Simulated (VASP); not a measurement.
**How biaxial strain in the (0001) plane changes Ru**

How do stress and energy of Ru follow biaxial strain in the (0001) plane?

Calculated with VASP 6.6.1; PBEsol; plane waves and PAW (Ru_pv), in the first sound run; inputs show where later runs differ.

### Step 1. Starting point

It takes space group P6_3/mmc (No. 194, hexagonal). The conventional cell has a = 2.700 Å, b = 2.700 Å, c = 4.277 Å, α = 90.00°, β = 90.00°, γ = 120.00°. Ru has 12 Ru at 2.65 to 2.70 Å nearest.

Structure file:

```cif
data_structure
_symmetry_space_group_name_H-M 'P6_3/mmc'
_symmetry_Int_Tables_number 194
_cell_length_a 2.7000
_cell_length_b 2.7000
_cell_length_c 4.2768
_cell_angle_alpha 90.000
_cell_angle_beta 90.000
_cell_angle_gamma 120.000
_cell_volume 27.00
loop_
_atom_site_label
_atom_site_type_symbol
_atom_site_symmetry_multiplicity
_atom_site_Wyckoff_symbol
_atom_site_fract_x
_atom_site_fract_y
_atom_site_fract_z
_atom_site_occupancy
Ru1 Ru 2 d 0.33333 0.66667 0.75000 1
```

### Step 2. Relax the crystal, PBEsol

The series starts from the cell that this level prefers, so that zero strain is near zero stress.

This step took 2 runs in a row; the last is shown.

Level: PBEsol; plane waves and PAW (Ru_pv).

Contents of INCAR:

```
SYSTEM = Ru
PREC = Accurate
ENCUT = 450
EDIFF = 1E-07
NELM = 120
ISMEAR = 1
SIGMA = 0.15
LREAL = .FALSE.
ALGO = Normal
GGA = PS
NBANDS = 20
LASPH = .TRUE.
LORBIT = 11
LWAVE = .FALSE.
LCHARG = .FALSE.
KPAR = 8
IBRION = 2
NSW = 40
ISIF = 3
EDIFFG = -0.005
POTIM = 0.4
```

Contents of POSCAR:

```
Ru
1.0
    2.6904849033      0.0000000000      0.0000000000
   -1.3452424516      2.3300282747      0.0000000000
    0.0000000000      0.0000000000      4.2469971279
Ru
2
Direct
    0.0000000000      0.0000000000      0.0000000000
    0.3333333333      0.6666666667      0.5000000000
```

Contents of KPOINTS:

```
Automatic mesh
0
Gamma
25 25 14
0 0 0
```

PAW data sets: Ru_pv (PBE family, release 64).

Started as:

```
> mpirun -np 8 vasp_std
```

What it wrote:

```text
[banner, memory and clock lines left out]
running    8 mpi-ranks, on    1 nodes
[...]
|                                                                             |
|           W    W    AA    RRRRR   N    N  II  N    N   GGGG   !!!           |
|           W    W   A  A   R    R  NN   N  II  NN   N  G    G  !!!           |
|           W    W  A    A  R    R  N N  N  II  N N  N  G       !!!           |
|           W WW W  AAAAAA  RRRRR   N  N N  II  N  N N  G  GGG   !            |
|           WW  WW  A    A  R   R   N   NN  II  N   NN  G    G                |
|           W    W  A    A  R    R  N    N  II  N    N   GGGG   !!!           |
|                                                                             |
|     For optimal performance we recommend to set                             |
|       NCORE = 2 up to number-of-cores-per-socket                            |
|     NCORE specifies how many cores store one orbital (NPAR=cpu/NCORE).      |
|     This setting can greatly improve the performance of VASP for DFT.       |
[...]
|     You enforced a specific xc type in the INCAR file but a different       |
|     [... a line on the potential file left out ...]
|     I HOPE YOU KNOW WHAT YOU ARE DOING!                                     |
|                                                                             |

 LDA part: xc-table for (Slater+PW92), standard interpolation
 POSCAR, INCAR and KPOINTS ok, starting setup
[...]
entering main loop
       N       E                     dE             d eps       ncg     rms          rms(c)
DAV:   1     0.263570375454E+03    0.26357E+03   -0.15699E+04 20824   0.138E+03
DAV:   2    -0.163578757323E+02   -0.27993E+03   -0.27219E+03 21420   0.435E+02
DAV:   3    -0.218848912720E+02   -0.55270E+01   -0.54830E+01 24012   0.684E+01
DAV:   4    -0.219300650452E+02   -0.45174E-01   -0.45119E-01 25556   0.597E+00
[...]
DAV:  10    -0.203424910059E+02    0.16782E-04   -0.19016E-04 23364   0.140E-01    0.258E-02
DAV:  11    -0.203424929310E+02   -0.19251E-05   -0.49326E-06 24200   0.211E-02    0.157E-03
DAV:  12    -0.203424928906E+02    0.40407E-07   -0.25942E-07 21120   0.472E-03
   1 F= -.20342493E+02 E0= -.20342584E+02  d E =-.203425E+02
[...]
reached required accuracy - stopping structural energy minimisation
```

Elapsed: 27 s, on 8 MPI ranks of Intel Xeon Platinum 8559C (Emerald Rapids), shared host; peak memory 2.2 GiB; 3.5 min of CPU time.

Lines that name or quote the potential files are left out of all logs, and their timing lines are given in words.

Parts of OUTCAR (step 2):

```text
  Total        0.0009592      0.0009592      0.0036007      0.0000000      0.0000000      0.0000000
  in kB        0.0577212      0.0577212      0.2166817      0.0000000      0.0000000      0.0000000
  external PRESSURE =       0.1107080 kB  Pullay stress =       0.0000000 kB

 POSITION                                       TOTAL-FORCE (eV/Angst)
 -----------------------------------------------------------------------------------
      0.00000      0.00000      0.00000        -0.000000     -0.000000      0.000000
     -0.00000      1.55335      2.12350         0.000000      0.000000      0.000000
 -----------------------------------------------------------------------------------
    total drift:                                0.000000     -0.000000     -0.000000

  FREE ENERGIE OF THE ION-ELECTRON SYSTEM (eV)
  ---------------------------------------------------
  free  energy   TOTEN  =       -20.3424928906 eV

  energy  without entropy=      -20.3427655110  energy(sigma->0) =      -20.34258376

 reached required accuracy - stopping structural energy minimisation

[... 3 further parts left out ...]
[key lines of the parts left out:]
E-fermi :  13.0489
```

Read from the output:

- energy(sigma→0) of the program: -20.3426 eV
- stress, compression positive: xx, yy, zz 0.01, 0.01, 0.02 GPa
- volume: 26.624 Å³
- ionic steps: 1

### Step 3. Strain along the normal, PBEsol

One member in full: the plane is strained by -2 %, and the strain along the normal is moved by secant steps until the normal stress is under 0.012 GPa or five steps are spent; the atoms relax at each step.

This step took 4 runs, each at a new trial strain with the atoms of the one before; the last is shown.

Level: PBEsol; plane waves and PAW (Ru_pv).

INCAR: that of step 2 with these lines changed.

```diff
@@ -15,7 +15,7 @@
 LCHARG = .FALSE.
-KPAR = 8
-IBRION = 2
-NSW = 40
-ISIF = 3
-EDIFFG = -0.005
-POTIM = 0.4
+KPAR = 2
+IBRION = 1
+NSW = 25
+ISIF = 2
+EDIFFG = -0.004
+POTIM = 0.3
```

Contents of POSCAR:

```
Ru
1.0
    2.6366752050      0.0000000000      0.0000000000
   -1.3183376030      2.2834277090      0.0000000000
    0.0000000000      0.0000000000      4.2934432480
Ru
2
Direct
    0.0000000000      0.0000000000      0.0000000000
    0.3333333333      0.6666666667      0.5000000000
```

KPOINTS is that of step 2.

Started as:

```
> mpirun -np 2 vasp_std
```

What it wrote:

```text
[banner, memory and clock lines left out]
running    2 mpi-ranks, on    1 nodes
[...]
[... a notice as in an earlier step ...]

 LDA part: xc-table for (Slater+PW92), standard interpolation
 POSCAR, INCAR and KPOINTS ok, starting setup
[...]
entering main loop
       N       E                     dE             d eps       ncg     rms          rms(c)
DAV:   1     0.265412692647E+03    0.26541E+03   -0.15689E+04 20808   0.139E+03
DAV:   2    -0.162249575801E+02   -0.28164E+03   -0.27386E+03 21460   0.438E+02
DAV:   3    -0.217878906261E+02   -0.55629E+01   -0.55183E+01 23908   0.690E+01
DAV:   4    -0.218316901119E+02   -0.43799E-01   -0.43751E-01 25572   0.596E+00
[...]
DAV:  10    -0.202892176864E+02    0.17583E-04   -0.19711E-04 23384   0.144E-01    0.276E-02
DAV:  11    -0.202892187558E+02   -0.10694E-05   -0.42376E-06 23984   0.198E-02    0.289E-03
DAV:  12    -0.202892187526E+02    0.31805E-08   -0.72173E-07 23144   0.799E-03
   1 F= -.20289219E+02 E0= -.20289395E+02  d E =-.202892E+02
 BRION: g(F)=  0.990E-50 g(S)=  0.000E+00
 reached required accuracy - stopping structural energy minimisation
```

Elapsed: 74 s, on 2 MPI ranks; peak memory 0.51 GiB.

From OUTCAR (step 3):

```text
  Total        2.6667032      2.6667032     -0.0001176     -0.0000000      0.0000000      0.0000000
  in kB      165.2858356    165.2858356     -0.0072894     -0.0000000      0.0000000      0.0000000
  external PRESSURE =     110.1881273 kB  Pullay stress =       0.0000000 kB

 POSITION                                       TOTAL-FORCE (eV/Angst)
 -----------------------------------------------------------------------------------
      0.00000      0.00000      0.00000        -0.000000      0.000000      0.000000
     -0.00000      1.52229      2.14672         0.000000      0.000000      0.000000
 -----------------------------------------------------------------------------------
    total drift:                                0.000000     -0.000000     -0.000000

  FREE ENERGIE OF THE ION-ELECTRON SYSTEM (eV)
  ---------------------------------------------------
  free  energy   TOTEN  =       -20.2892187526 eV

  energy  without entropy=      -20.2897469999  energy(sigma->0) =      -20.28939484

[... 2 parts as in an earlier step ...]

[... 2 further parts left out ...]
[key lines of the parts left out:]
E-fermi :  13.6089
```

This run gave:

| Quantity | Value |
| --- | --- |
| energy(sigma→0) of the program | -20.2894 eV |
| stress, compression positive | xx, yy, zz 16.53, 16.53, 0.00 GPa |
| ionic steps | 1 |

### Step 4. The table

The other members went through these steps as far as the tables show, with the same cutoff and, step by step, the same mesh; 32 runs are not shown. The session took 1.8 core hours (wall time by ranks) on a shared machine.

| in-plane strain (%) | strain along the normal (%) | in-plane stress, tension positive (GPa) | energy above the unstrained row, extrapolated to no smearing (meV/atom) |
| --- | --- | --- | --- |
| -2.000 | 1.094 | -16.529 | 26.595 |
| -1.500 | 0.827 | -11.972 | 14.749 |
| -1.000 | 0.556 | -7.718 | 6.528 |
| -0.500 | 0.278 | ? | ? |
| 0 | 0.003 | 0.004 | 0.000 |
| 0.500 | -0.268 | 3.533 | 1.329 |
| 1.000 | -0.534 | 6.876 | 5.525 |
| 1.500 | -0.800 | 10.018 | 12.452 |
| 2.000 | -1.067 | 12.960 | 21.959 |

### Step 5. Stress from the known rows

A least-squares parabola through the 8 rows shown, with e the strain in %: stress = − 0.4449 e² + 7.347 e + 0.007605 (GPa), r.m.s. residual 0.042 GPa.

At e = -0.5 this predicts -3.777 GPa.

### Step 6. Prediction against calculation

The calculation gives -3.743 GPa, so the prediction is 0.034 GPa too low, within twice the residual of the fit.

Slopes at zero strain, from cubics through all rows: strain ratio -0.547, stress over strain 727 GPa. For (0001) the ratio is −2C₁₃/C₃₃.

### Step 7. Summary of results

| Quantity | Value |
| --- | --- |
| error of the predicted stress | -0.034 GPa |
| ratio of normal to in-plane strain | -0.547 |
| biaxial modulus | 727 GPa |

As a check, the curvature of the energy gives 724 GPa for the same modulus (energy per volume = M × strain²), 1 % from the slope of the stress. The energy also has a linear term worth 0.17 GPa that the stress column lacks, a mark of the finite basis or of the smearing. These are static values: temperature and zero-point motion are left out. In a metal the slopes also depend on mesh and smearing, which were held through the series.

[Lines on the potential files, build, host, timing and source positions are cut from VASP's logs without a mark.]

[Logs are printed without paths, hosts, clocks, repeated set-up lines and the standing remarks that a program may print on its own settings, such as how far it seeks lower states.]

[Hosts, paths, dates, database ids (printed as entryN), source tags and the programs' standing remarks are cut or masked in the printed files.]

[In band tables of VASP the shares of atoms and orbitals are scaled to a sum of 1 inside the atoms' spheres.]
